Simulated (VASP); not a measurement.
# Ag (space group Fm-3m): computed properties

The numbers are results of LDA (Ceperley-Alder, Perdew-Zunger), VASP's LDA PAW potentials (set 64) (plane waves; VASP 6.6.1), not measurements.

For Ag, the space group is Fm-3m (225). The cell is a = 3.9984 Å, b = 3.9984 Å, c = 3.9984 Å, α = 90.00°, β = 90.00°, γ = 90.00°, the volume per atom is 15.98 Å^3/atom and the band gap (over mesh and band path) comes out as none (metal, semimetal or under 0.01 eV). The Hill bulk modulus is 141 GPa and the Hill shear modulus comes out as 53.5 GPa. The Poisson's ratio is 0.332 and the density is 11.21 g/cm³. The C11 comes out as 187 GPa. The C12 is 118 GPa and the C44 is 71.3 GPa.

```
CELL_PARAMETERS angstrom
      0.00000     1.99920     1.99920
      1.99920     0.00000     1.99920
      1.99920     1.99920     0.00000
ATOMIC_POSITIONS crystal
  Ag 0.00000 0.00000 0.00000
```

Finite-difference elastic constants of metals are sensitive to mesh and smearing; shear constants can be off by tens of GPa.

The structure comes from a computed database's Ag entry (Fm-3m); how it stands against other phases isn't given here. It was relaxed first, which changed the volume by -8 %. Symmetry was kept, so distortions that lower it aren't found.
